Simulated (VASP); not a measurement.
Data:

```
CELL_PARAMETERS angstrom
      1.74341    -6.62458     0.00000
      1.74341     6.62458     0.00000
      0.00000     0.00000     3.53156
ATOMIC_POSITIONS crystal
  Ti 0.89750 0.10250 0.75000
  Ti 0.10250 0.89750 0.25000
  Si 0.55990 0.44010 0.75000
  Si 0.44010 0.55990 0.25000
  Si 0.24937 0.75063 0.75000
  Si 0.75063 0.24937 0.25000
```

The numbers are results of LDA (Ceperley-Alder, Perdew-Zunger), VASP's LDA PAW potentials (set 64) (plane waves; VASP 6.6.1), not measurements. Run with 400 eV cut-off, 10×10×10 Γ-centred mesh, tetrahedra with Blöchl corrections, potentials Ti_sv Si.

Task: What does the run give for the energy per atom (σ→0), band gap (on the k-mesh) with the smallest direct gap where there is one?

Result: 
```json
{
  "band gap (on the k-mesh)": "none (metal, semimetal or under 0.01 eV)",
  "energy per atom (σ→0)": "-7.500 eV/atom"
}
```

Only differences to runs with the same potentials and settings are physical.

The structure comes from a computed database's TiSi2 entry (Cmcm); how it stands against other phases isn't given here. It was relaxed first.
